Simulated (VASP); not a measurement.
Method: HSE06 screened hybrid, VASP's PBE PAW potentials (set 64) (plane waves; VASP).

VASP ran on this input.

**POSCAR**
```
Al35GeN36
1
    4.6932676572    -8.1289780179     0.0000000000
    4.6932676572     8.1289780179     0.0000000000
    0.0000000000     0.0000000000    10.0192026156
Al N Ge
35 36 1
Direct
  0.2218685820   0.1105575108   0.2493728529
  0.1105195450   0.2209730498   0.9996608394
  0.2218370691   0.1104152905   0.7498340020
  0.1085125564   0.2191196039   0.4998672875
  0.2201806901   0.4434418941   0.2458263703
  0.1104945225   0.5560263330   0.9994370168
  0.2188562876   0.4425323049   0.7524681209
  0.1083988662   0.5554862385   0.5000805744
  0.2219598028   0.7776722878   0.2494253996
  0.1110102797   0.8887437013   0.9999825769
  0.2220023507   0.7776734011   0.7498776911
  0.1108045263   0.8883511538   0.4996682296
  0.5559557931   0.1111557504   0.2497452320
  0.4438857341   0.2211143463   0.9998430348
  0.5556368417   0.1108145932   0.7499349178
  0.4436513864   0.2191755938   0.4999390405
  0.5560269896   0.4435241620   0.2462633759
  0.4443422894   0.5553279629   0.9993777253
  0.5567292369   0.4424188456   0.7524240193
  0.5562040137   0.7789374040   0.2461716999
  0.4439023200   0.8892777777   0.9999312184
  0.5567228888   0.7803363086   0.7525354346
  0.4438901949   0.8904286470   0.4999645184
  0.8885295134   0.1110507675   0.2495765191
  0.7777268173   0.2221946728   0.9994690802
  0.8885571407   0.1110648458   0.7497301470
  0.7774225200   0.2217940885   0.4999115571
  0.8885362364   0.4440681043   0.2496777048
  0.7785605445   0.5559438112   0.9999502014
  0.8884474041   0.4438945835   0.7498385639
  0.7797029555   0.5556020836   0.5000988144
  0.8892157831   0.7779489784   0.2496042352
  0.7786743099   0.8892668105   0.9996960295
  0.8887071339   0.7774795482   0.7500851872
  0.7797670431   0.8903898408   0.5001395487
  0.2219835594   0.1108467129   0.4411786869
  0.1105773286   0.2211058387   0.1906206053
  0.2220518734   0.1106727112   0.9408261332
  0.1110923372   0.2221210298   0.6909284636
  0.2160153273   0.4411425855   0.4383987084
  0.1105046712   0.5560151532   0.1904337265
  0.2214772230   0.4439488540   0.9425779143
  0.1110323222   0.5551531767   0.6911226481
  0.2220995104   0.7771528266   0.4412290715
  0.1110655088   0.8887111734   0.1913648045
  0.2221702299   0.7779376540   0.9408337196
  0.1107109355   0.8884021954   0.6908026920
  0.5557214257   0.1108155765   0.4409456459
  0.4438885245   0.2212433547   0.1908930271
  0.5554812620   0.1109295544   0.9409003171
  0.4442080070   0.2219043988   0.6909685427
  0.5575410646   0.4413696929   0.4388285932
  0.4440422193   0.5551843719   0.1912556179
  0.5557499711   0.4439639728   0.9425167252
  0.4440773197   0.5550445287   0.6970426030
  0.5577345003   0.7821259087   0.4387577489
  0.4439110782   0.8890135458   0.1909219544
  0.5557074017   0.7782050132   0.9426312394
  0.4443584042   0.8882758792   0.6910277599
  0.8881040174   0.1106603262   0.4408870601
  0.7777787893   0.2222341763   0.1907617472
  0.8887508345   0.1109885044   0.9406835883
  0.7775531859   0.2219623958   0.6912787031
  0.8880703488   0.4436800038   0.4409521263
  0.7783253977   0.5560218401   0.1909869522
  0.8886792990   0.4443987522   0.9407424933
  0.7771594799   0.5551318676   0.6910871968
  0.8883051751   0.7772583110   0.4413474174
  0.7785417410   0.8890389833   0.1906928459
  0.8889855726   0.7777298195   0.9410226942
  0.7771859296   0.8883659414   0.6911728424
  0.4434350552   0.5547130733   0.5001866173
```

**INCAR**
```
AEXX=0.25
ALGO=Normal
EDIFF=1E-5
ENCUT=400
GGA=PE
HFSCREEN=0.2
ISIF=0
ISMEAR=0
ISPIN=2
ISYM=0
LASPH=.TRUE.
LCHARG=.FALSE.
LHFCALC=.TRUE.
LMAXMIX=4
LORBIT=10
LREAL=Auto
LWAVE=.FALSE.
MAGMOM=72*0.0139
NELM=50
NELMIN=4
NUPDOWN=1
PREC=Normal
PRECFOCK=Fast
SIGMA=0.05
SYSTEM=Al35GeN36
```

KPOINTS:
```
Automatic mesh
0
Gamma
1 1 1
0 0 0
```

POTCAR, in this order: Al N Ge (PBE.64 set). Program: vasp_gam. Read from the step before: WAVECAR.

What VASP printed:

File OUTCAR:
```
 ion  position               nearest neighbor table
   1  0.222  0.111  0.249-  45 1.89  37 1.90  49 1.90  36 1.92  10 3.08  14 3.08   2 3.08  12 3.09
                            16 3.09   4 3.09  32 3.12   9 3.13  17 3.13  24 3.13   5 3.13  13 3.13
   2  0.111  0.221  1.000-  62 1.90  38 1.90  42 1.90  37 1.91   5 3.06   7 3.06   1 3.08   3 3.09
                            26 3.09  24 3.09  33 3.11  10 3.12  14 3.13  25 3.13  18 3.14   6 3.15
   3  0.222  0.110  0.750-  47 1.90  51 1.90  39 1.90  38 1.91   2 3.09  16 3.09  10 3.09   4 3.09
                            14 3.09  12 3.09  11 3.12  34 3.13  19 3.13  15 3.13  26 3.13   7 3.13
   4  0.109  0.219  0.500-  60 1.89  36 1.90  40 1.91  39 1.91  26 3.08  24 3.08  35 3.09   3 3.09
                             1 3.09   7 3.12  12 3.12  27 3.12   5 3.13  16 3.15   8 3.16
   5  0.220  0.443  0.246-  41 1.89  37 1.89  53 1.90  40 1.93   2 3.06   6 3.06  18 3.07  28 3.12
                            24 3.12  72 3.13   9 3.13   8 3.13   4 3.13   1 3.13  20 3.15  17 3.15
   6  0.110  0.556  0.999-  66 1.90  46 1.90  42 1.90  41 1.91   5 3.06   7 3.06  11 3.08  30 3.08
                             9 3.09  28 3.09  29 3.12  10 3.12  25 3.13  21 3.13  18 3.14   2 3.15
   7  0.219  0.443  0.752-  43 1.89  39 1.89  42 1.90  55 1.91   6 3.06   2 3.06  18 3.08  26 3.11
                            30 3.11   8 3.11   4 3.12  72 3.12  11 3.13   3 3.13  22 3.17  19 3.17
   8  0.108  0.555  0.500-  64 1.89  44 1.90  40 1.91  43 1.91  30 3.08  28 3.08  31 3.09  11 3.09
                             9 3.09  12 3.11   7 3.11  27 3.12   5 3.13  23 3.15   4 3.16
   9  0.222  0.778  0.249-  45 1.90  41 1.90  57 1.90  44 1.92  10 3.08  21 3.08   6 3.09  12 3.09
                            23 3.09   8 3.09  32 3.12   1 3.13   5 3.13  28 3.13  20 3.13  13 3.13
  10  0.111  0.889  1.000-  38 1.90  70 1.90  46 1.90  45 1.92   1 3.08   9 3.08  32 3.08   3 3.09
                            34 3.09  11 3.09   6 3.12   2 3.12  33 3.12  14 3.12  29 3.12  21 3.12
  11  0.222  0.778  0.750-  47 1.90  59 1.90  43 1.90  46 1.91   6 3.08  23 3.09   8 3.09  21 3.09
                            12 3.09  10 3.09   3 3.12  34 3.13  15 3.13  22 3.13   7 3.13  30 3.13
  12  0.111  0.888  0.500-  68 1.90  44 1.90  36 1.90  47 1.92  32 3.09  11 3.09   9 3.09   3 3.09
                             1 3.09  34 3.09   8 3.11  16 3.11   4 3.12  31 3.12  23 3.12  35 3.12
  13  0.556  0.111  0.250-  61 1.90  57 1.90  49 1.90  48 1.92  16 3.08  23 3.08  21 3.09  27 3.09
                            14 3.09  25 3.09  17 3.12  20 3.12  24 3.12  28 3.12   9 3.13   1 3.13
  14  0.444  0.221  1.000-  50 1.90  38 1.90  54 1.90  49 1.91  17 3.06  19 3.06   1 3.08  13 3.09
                            15 3.09   3 3.09  21 3.11  10 3.12   2 3.13  25 3.13  18 3.13  29 3.14
  15  0.556  0.111  0.750-  63 1.90  59 1.90  51 1.90  50 1.91  23 3.08  16 3.08  25 3.08  21 3.08
                            27 3.09  14 3.09  22 3.11  19 3.11  26 3.12  30 3.13  11 3.13   3 3.13
  16  0.444  0.219  0.500-  48 1.89  36 1.90  52 1.91  51 1.91  15 3.08  13 3.08   3 3.09  23 3.09
                             1 3.09  19 3.11  12 3.11  27 3.12  17 3.13   4 3.15  31 3.16
  17  0.556  0.444  0.246-  65 1.89  49 1.89  53 1.90  52 1.93  29 3.06  14 3.06  18 3.07  28 3.12
                            13 3.12  31 3.13  72 3.13  16 3.13   1 3.13  32 3.13  20 3.15   5 3.15
  18  0.444  0.555  0.999-  54 1.90  58 1.90  42 1.90  53 1.92   5 3.07  20 3.07  17 3.07  22 3.08
                            19 3.08   7 3.08  29 3.13  14 3.13   2 3.14  33 3.14  21 3.14   6 3.14
  19  0.557  0.442  0.752-  67 1.89  51 1.90  54 1.90  55 1.91  14 3.06  29 3.07  18 3.08  30 3.11
                            15 3.11  31 3.11  16 3.11  72 3.12   3 3.13  34 3.13  22 3.17   7 3.17
  20  0.556  0.779  0.246-  57 1.89  69 1.89  53 1.90  56 1.93  21 3.06  33 3.06  18 3.07  24 3.12
...
```

### OSZICAR
```
       N       E                     dE             d eps       ncg     rms          rms(c)
DAV:   1    -0.622451184637E+03   -0.62245E+03   -0.17835E+01   856   0.862E+00    0.483E+01
DAV:   2    -0.622578485514E+03   -0.12730E+00   -0.44512E-01   828   0.152E+00    0.338E+01
DAV:   3    -0.622561659788E+03    0.16826E-01   -0.16625E-02   856   0.275E-01    0.213E+01
DAV:   4    -0.622554054536E+03    0.76053E-02   -0.36356E-03   816   0.136E-01    0.126E+01
DAV:   5    -0.622551570637E+03    0.24839E-02   -0.11252E-03   812   0.863E-02    0.737E+00
DAV:   6    -0.622550731466E+03    0.83917E-03   -0.32780E-04   836   0.509E-02    0.425E+00
DAV:   7    -0.622550448738E+03    0.28273E-03   -0.95827E-05   804   0.267E-02    0.246E+00
DAV:   8    -0.622550361176E+03    0.87562E-04   -0.32419E-05   576   0.157E-02    0.144E+00
DAV:   9    -0.622550333446E+03    0.27730E-04   -0.18579E-05   476   0.120E-02    0.828E-01
DAV:  10    -0.622550328588E+03    0.48575E-05   -0.69843E-06   444   0.714E-03
   1 F= -.62255033E+03 E0= -.62255033E+03  d E =-.874569E-14  mag=     1.0000
```

**OUTCAR**
```
------------------------ aborting loop because EDIFF is reached ----------------------------------------
  volume of cell :      764.49
      direct lattice vectors                 reciprocal lattice vectors
     4.693267657 -8.128978018  0.000000000     0.106535582 -0.061508347  0.000000000
     4.693267657  8.128978018  0.000000000     0.106535582  0.061508347  0.000000000
     0.000000000  0.000000000 10.019202616     0.000000000  0.000000000  0.099808342
  FREE ENERGIE OF THE ION-ELECTRON SYSTEM (eV)
  ---------------------------------------------------
  free  energy   TOTEN  =      -622.5503285884 eV

  energy  without entropy=     -622.5503285884  energy(sigma->0) =     -622.55032859

  exchange ACFDT corr.  =         0.00000000  see jH, gK, PRB 81, 115126

 total charge

# of ion       s       p       d       tot
------------------------------------------
    1        0.413   0.447   0.000   0.859
    2        0.413   0.448   0.000   0.861
    3        0.412   0.446   0.000   0.858
    4        0.415   0.448   0.000   0.863
    5        0.412   0.447   0.000   0.859
    6        0.413   0.448   0.000   0.861
    7        0.413   0.448   0.000   0.861
    8        0.415   0.448   0.000   0.863
    9        0.413   0.447   0.000   0.859
   10        0.412   0.446   0.000   0.859
   11        0.412   0.446   0.000   0.858
   12        0.412   0.446   0.000   0.859
   13        0.411   0.446   0.000   0.857
   14        0.413   0.447   0.000   0.861
   15        0.413   0.446   0.000   0.859
   16        0.415   0.448   0.000   0.863
   17        0.412   0.447   0.000   0.859
   18        0.411   0.445   0.000   0.856
   19        0.413   0.448   0.000   0.861
   20        0.412   0.447   0.000   0.859
   21        0.413   0.448   0.000   0.861
   22        0.413   0.448   0.000   0.862
   23        0.415   0.448   0.000   0.862
   24        0.411   0.446   0.000   0.857
   25        0.412   0.446   0.000   0.858
   26        0.413   0.447   0.000   0.859
   27        0.410   0.446   0.000   0.856
   28        0.411   0.446   0.000   0.857
   29        0.413   0.448   0.000   0.861
   30        0.413   0.447   0.000   0.859
   31        0.415   0.448   0.000   0.863
   32        0.413   0.447   0.000   0.860
   33        0.413   0.448   0.000   0.861
   34        0.412   0.446   0.000   0.858
   35        0.415   0.448   0.000   0.863
   36        1.232   2.592   0.000   3.824
   37        1.233   2.595   0.000   3.829
   38        1.232   2.594   0.000   3.826
   39        1.232   2.592   0.000   3.824
   40        1.256   2.539   0.000   3.795
   41        1.233   2.595   0.000   3.829
   42        1.234   2.593   0.000   3.827
   43        1.232   2.592   0.000   3.824
   44        1.232   2.592   0.000   3.824
   45        1.233   2.595   0.000   3.828
   46        1.232   2.594   0.000   3.826
   47        1.231   2.594   0.000   3.824
   48        1.238   2.595   0.000   3.833
   49        1.233   2.595   0.000   3.828
   50        1.232   2.595   0.000   3.826
   51        1.232   2.592   0.000   3.824
   52        1.256   2.540   0.000   3.796
   53        1.230   2.592   0.000   3.822
   54        1.234   2.593   0.000   3.827
   55        1.252   2.539   0.000   3.791
   56        1.256   2.540   0.000   3.796
   57        1.233   2.595   0.000   3.828
   58        1.234   2.593   0.000   3.827
   59        1.232   2.592   0.000   3.824
   60        1.238   2.594   0.000   3.832
   61        1.232   2.594   0.000   3.825
   62        1.232   2.594   0.000   3.826
   63        1.233   2.594   0.000   3.826
   64        1.238   2.594   0.000   3.832
   65        1.233   2.595   0.000   3.828
   66        1.232   2.595   0.000   3.827
   67        1.232   2.593   0.000   3.825
   68        1.232   2.592   0.000   3.824
   69        1.233   2.595   0.000   3.828
   70        1.232   2.594   0.000   3.827
   71        1.232   2.592   0.000   3.824
   72        1.107   1.163   0.248   2.518
--------------------------------------------------
tot         60.028 109.963   0.248 170.239

 magnetization (x)

# of ion       s       p       d       tot
------------------------------------------
    1        0.002   0.000   0.000   0.002
    2        0.002   0.000   0.000   0.002
    3        0.002   0.000   0.000   0.002
    4        0.004   0.001   0.000   0.005
    5        0.001   0.000   0.000   0.001
    6        0.002   0.000   0.000   0.002
    7        0.001   0.000   0.000   0.001
    8        0.004   0.001   0.000   0.005
    9        0.002   0.000   0.000   0.002
   10        0.001  -0.000   0.000   0.001
   11        0.002   0.000   0.000   0.002
   12        0.002  -0.000   0.000   0.001
   13        0.001  -0.000   0.000   0.000
...
```
(Selected blocks of OUTCAR.)

The supercell is sampled at Γ alone, which is coarse: total energies, pressure and levels can be off, energies of defects by several tenths of an eV.

The cell is a supercell with a defect, built from AlN (wurtzite): Ge_Al. The cell's shape comes from a PBE relaxation.
